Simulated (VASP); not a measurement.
Method: revTPSS meta-GGA, VASP's PBE PAW potentials (set 64) (plane waves; VASP).

A VASP calculation is set up with these files.

**KPOINTS_OPT**
```
k-points along high-symmetry lines
6
Line-mode
Reciprocal
  0.000000   0.000000   0.000000 ! GAMMA
  0.000000   0.500000   0.000000 ! X

  0.000000   0.500000   0.000000 ! X
  0.500000   0.500000   0.000000 ! M

  0.500000   0.500000   0.000000 ! M
  0.000000   0.000000   0.000000 ! GAMMA

  0.000000   0.000000   0.000000 ! GAMMA
  0.000000   0.000000   0.500000 ! Z

  0.000000   0.000000   0.500000 ! Z
  0.000000   0.500000   0.500000 ! R

  0.000000   0.500000   0.500000 ! R
  0.500000   0.500000   0.500000 ! A

  0.500000   0.500000   0.500000 ! A
  0.000000   0.000000   0.500000 ! Z

  0.000000   0.500000   0.000000 ! X
  0.000000   0.500000   0.500000 ! R

  0.500000   0.500000   0.000000 ! M
  0.500000   0.500000   0.500000 ! A
```

POSCAR:
```
CrO2
1
    4.4298261841     0.0000000000     0.0000000000
    0.0000000000     4.4298261841     0.0000000000
    0.0000000000     0.0000000000     2.9286424449
Cr O
2 4
Direct
  0.0000000000   0.0000000000   0.0000000000
  0.5000000000   0.5000000000   0.5000000000
  0.3028045736   0.3028045736   0.0000000000
  0.8028045736   0.1971954264   0.5000000000
  0.1971954264   0.8028045736   0.5000000000
  0.6971954264   0.6971954264   0.0000000000
```

### INCAR
```
SYSTEM = CrO2
PREC = Accurate; ENCUT = 520; LREAL = F
LASPH = T
EDIFF = 1E-7; NELM = 100; ALGO = Normal
LMAXMIX = 4; LMIXTAU = T
ISMEAR = -5
METAGGA = RTPSS
MAGMOM = 2*2.1 4*-0.1
ISPIN = 2
ISIF = 2
LWAVE = F; LCHARG = F; LORBIT = 11
NEDOS = 601
LEFG = T
```

KPOINTS:
```
Regular mesh
0
G
 8 8 12
```

POTCAR, in this order: Cr_pv O (PBE.64 set). Program: vasp_std.

The run wrote:

### OSZICAR
```
       N       E                     dE             d eps       ncg     rms          rms(c)
DAV:   1     0.673324217217E+03    0.67332E+03   -0.27209E+04 12600   0.186E+03
DAV:   2     0.803085793341E+02   -0.59302E+03   -0.56763E+03 13338   0.560E+02
DAV:   3     0.137530025757E+02   -0.66556E+02   -0.63762E+02 16732   0.183E+02
DAV:   4     0.116218634122E+02   -0.21311E+01   -0.20935E+01 14776   0.322E+01
DAV:   5     0.115652322771E+02   -0.56631E-01   -0.56077E-01 15112   0.487E+00    0.440E+01
DAV:   6    -0.390942165521E+02   -0.50659E+02   -0.58959E+05 13632   0.186E+06    0.246E+01
DAV:   7    -0.539923355578E+02   -0.14898E+02   -0.15140E+02 13572   0.109E+02    0.240E+01
DAV:   8    -0.550469739540E+02   -0.10546E+01   -0.21890E+01 15856   0.426E+01    0.121E+01
DAV:   9    -0.543433904100E+02    0.70358E+00   -0.10512E+00 13948   0.886E+00    0.966E+00
DAV:  10    -0.530295066108E+02    0.13139E+01   -0.92882E+00 13008   0.178E+01    0.777E+00
DAV:  11    -0.533870240854E+02   -0.35752E+00   -0.41458E-01 13526   0.513E+00    0.500E+00
DAV:  12    -0.535136467770E+02   -0.12662E+00   -0.41034E-01 15338   0.516E+00    0.247E+00
DAV:  13    -0.534646999196E+02    0.48947E-01   -0.29556E-01 13854   0.356E+00    0.117E+00
DAV:  14    -0.534679246452E+02   -0.32247E-02   -0.36604E-02 14402   0.120E+00    0.622E-01
DAV:  15    -0.534694925311E+02   -0.15679E-02   -0.18343E-03 14904   0.330E-01    0.508E-01
DAV:  16    -0.534697264213E+02   -0.23389E-03   -0.11354E-03 14250   0.275E-01    0.256E-01
DAV:  17    -0.534698807362E+02   -0.15431E-03   -0.31810E-03 13680   0.359E-01    0.603E-02
DAV:  18    -0.534698915433E+02   -0.10807E-04   -0.17909E-04 14172   0.101E-01    0.183E-02
DAV:  19    -0.534698931304E+02   -0.15872E-05   -0.20080E-05 17202   0.279E-02    0.140E-02
DAV:  20    -0.534698952256E+02   -0.20952E-05   -0.73992E-06 13628   0.167E-02    0.993E-03
DAV:  21    -0.534698955186E+02   -0.29296E-06   -0.51422E-06 15602   0.149E-02    0.487E-03
DAV:  22    -0.534698948577E+02    0.66085E-06   -0.36452E-07 11380   0.492E-03    0.244E-03
DAV:  23    -0.534698945880E+02    0.26969E-06   -0.18684E-07  8208   0.258E-03    0.955E-04
DAV:  24    -0.534698945451E+02    0.42889E-07   -0.33981E-08  6966   0.122E-03
   1 F= -.53469895E+02 E0= -.53469895E+02  d E =0.000000E+00  mag=     4.0000
       N       E                     dE             ncg
```

**OUTCAR**
```
------------------------ aborting loop because EDIFF is reached ----------------------------------------
  FORCE on cell =-STRESS in cart. coord.  units (eV):
  Direction    XX          YY          ZZ          XY          YZ          ZX
  --------------------------------------------------------------------------------------
  Total       -0.0285841     -0.0285841     -0.0404113      0.0000000      0.0000000      0.0000000
  in kB       -0.7968854     -0.7968854     -1.1266097      0.0000000      0.0000000      0.0000000
  external PRESSURE =      -0.9067935 kB  Pullay stress =       0.0000000 kB
  volume of cell :       57.47
      direct lattice vectors                 reciprocal lattice vectors
     4.429826184  0.000000000  0.000000000     0.225742492  0.000000000  0.000000000
     0.000000000  4.429826184  0.000000000     0.000000000  0.225742492  0.000000000
     0.000000000  0.000000000  2.928642445     0.000000000  0.000000000  0.341455135
 POSITION                                       TOTAL-FORCE (eV/Angst)
 -----------------------------------------------------------------------------------
      0.00000      0.00000      0.00000         0.000000      0.000000      0.000000
      2.21491      2.21491      1.46432         0.000000      0.000000      0.000000
      1.34137      1.34137      0.00000         0.016297      0.016297      0.000000
      3.55628      0.87354      1.46432         0.016297     -0.016297      0.000000
      0.87354      3.55628      1.46432        -0.016297      0.016297      0.000000
      3.08845      3.08845      0.00000        -0.016297     -0.016297      0.000000
 -----------------------------------------------------------------------------------
    total drift:                                0.000000      0.000000      0.000000
  FREE ENERGIE OF THE ION-ELECTRON SYSTEM (eV)
  ---------------------------------------------------
  free  energy   TOTEN  =       -53.4698945451 eV

  energy  without entropy=      -53.4698945451  energy(sigma->0) =      -53.46989455

 total charge

# of ion       s       p       d       tot
------------------------------------------
    1        0.361   6.443   3.995  10.799
    2        0.361   6.443   3.995  10.799
    3        1.561   3.447   0.000   5.008
    4        1.561   3.447   0.000   5.008
    5        1.561   3.447   0.000   5.008
    6        1.561   3.447   0.000   5.008
--------------------------------------------------
tot          6.965  26.676   7.989  41.630

 magnetization (x)

# of ion       s       p       d       tot
------------------------------------------
    1       -0.010   0.030   2.070   2.089
    2       -0.010   0.030   2.070   2.089
    3       -0.002  -0.080   0.000  -0.082
    4       -0.002  -0.080   0.000  -0.082
    5       -0.002  -0.080   0.000  -0.082
    6       -0.002  -0.080   0.000  -0.082
--------------------------------------------------
tot         -0.027  -0.261   4.140   3.852

 Electric field gradients after diagonalization (V/A^2)
 (convention: |V_zz| > |V_xx| > |V_yy|)
----------------------------------------------------------------------
 ion       V_xx      V_yy      V_zz     asymmetry (V_yy - V_xx)/ V_zz
----------------------------------------------------------------------
   1      26.705    20.421   -47.125       0.133
   2      26.705    20.421   -47.125       0.133
   3     -17.695    -5.722    23.417       0.511
   4     -17.695    -5.722    23.417       0.511
   5     -17.695    -5.722    23.417       0.511
   6     -17.695    -5.722    23.417       0.511
```
(Selected blocks of OUTCAR.)

For a metal the tetrahedron method with Blöchl corrections gives inexact stress and forces.

The compound is CrO2 in the rutile structure. It was relaxed first.
